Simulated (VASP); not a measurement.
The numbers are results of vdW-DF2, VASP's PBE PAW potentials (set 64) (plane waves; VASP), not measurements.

The input files of a VASP run:

### POSCAR
```
Pd
1
    0.0000000000     1.9986137131     1.9986137131
    1.9986137131     0.0000000000     1.9986137131
    1.9986137131     1.9986137131     0.0000000000
Pd
1
Direct
  0.0000000000   0.0000000000   0.0000000000
```

INCAR:
```
LUSE_VDW = .TRUE.
LWAVE = .FALSE.
SIGMA = 0.1   # width (eV)
EDIFF = 1E-7   # SCF stop (eV)
NELM = 100   # most electronic steps
PREC = Accurate
AGGAC = 0.0
SYSTEM = Pd
LASPH = .TRUE.
LREAL = .FALSE.
LCHARG = .FALSE.
ISMEAR = 1
ALGO = Normal
LMAXMIX = 4   # l cut-off of mixed one-centre charges
GGA = ML
ENCUT = 520
ZAB_VDW = -1.8867
ISIF = 2   # forces and stress, cell fixed
```

### KPOINTS
```
Automatic
0
Gamma
15 15 15
0 0 0
```

POTCAR, in this order: Pd (PBE.64 set). Program: vasp_std.

**Question.** Predict the energy per atom (σ→0), pressure, band gap (on the k-mesh).

**Answer.** 
```
Property                                                     Value
------------------------  ----------------------------------------
energy per atom (σ→0)                               -1.630 eV/atom
band gap (on the k-mesh)  none (metal, semimetal or under 0.01 eV)
pressure                                                  8.55 GPa
```

### OSZICAR
```
...
DAV:   5    -0.179389624663E+01   -0.31104E-04   -0.31102E-04  2586   0.147E-01    0.551E+00
DAV:   6    -0.163868943188E+01    0.15521E+00   -0.79066E-01  2213   0.808E+00    0.283E+00
DAV:   7    -0.163193827420E+01    0.67512E-02   -0.27148E-03  2355   0.709E-01    0.154E+00
DAV:   8    -0.162939957565E+01    0.25387E-02   -0.12822E-03  2243   0.374E-01    0.231E-02
DAV:   9    -0.162942030947E+01   -0.20734E-04   -0.21596E-05  2992   0.494E-02    0.101E-02
DAV:  10    -0.162943054346E+01   -0.10234E-04   -0.21599E-05  2213   0.535E-02    0.255E-03
DAV:  11    -0.162943059246E+01   -0.49002E-07   -0.40194E-07  2551   0.652E-03
   1 F= -.16294306E+01 E0= -.16296915E+01  d E =0.782765E-03
```

The compound is Pd in the fcc structure. This cell is one point of a volume scan, at 0.94 of the reference volume.
